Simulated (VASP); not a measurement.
SrSnP, 6 atoms in the cell. It takes space group P4/nmm (No. 129, tetragonal). Conventional cell: a = 4.381 Å, b = 4.381 Å, c = 8.982 Å, α = 90.00°, β = 90.00°, γ = 90.00°. Around Sr (site symmetry 4mm) lie 5 P at 3.07 to 3.10 Å and 1 Sn at 3.46 Å. Sn (site symmetry 4mm) has 1 P at 2.46 Å as nearest neighbours. P (site symmetry 4mm) is surrounded by 1 Sn at 2.46 Å. The cell is a database's computed one.

| Property | Result |
| --- | --- |
| Program | VASP 6.6.1 |
| Task | relaxation of cell and atoms |
| Functional | PBEsol |
| Potentials or basis | VASP PAW PBE potentials, release 64 (Sr_sv, Sn_d, P) |
| Cutoff | 600 eV |
| k mesh | 8 × 8 × 4 |
| Occupations | gaussian, width 0.03 eV |
| Spin | no spin polarisation |
| Further INCAR settings | ALGO = Normal; EDIFF = 1e-06; IBRION = 2; EDIFFG = -0.01; NSW = 90; ISIF = 3 |

Potentials or basis: VASP PAW PBE potentials, release 64 (Sr_sv, Sn_d, P).

Run with:

```console
$ cat potpaw_PBE.64/Sr_sv/POTCAR potpaw_PBE.64/Sn_d/POTCAR potpaw_PBE.64/P/POTCAR > POTCAR
$ mpirun -np 2 vasp_std > vasp.out
```

Hardware: 2 MPI ranks on Intel(R) Xeon(R) 6975P-C (Granite Rapids), with other jobs on the host.

**Question.** Estimate the wall time of this run.

**Answer.** It took 6.5 min on 2 MPI ranks on Intel(R) Xeon(R) 6975P-C (Granite Rapids), on a shared host, peak memory 0.52 GiB a rank. Counts: scf iterations 83, k points 45, ion steps 13.
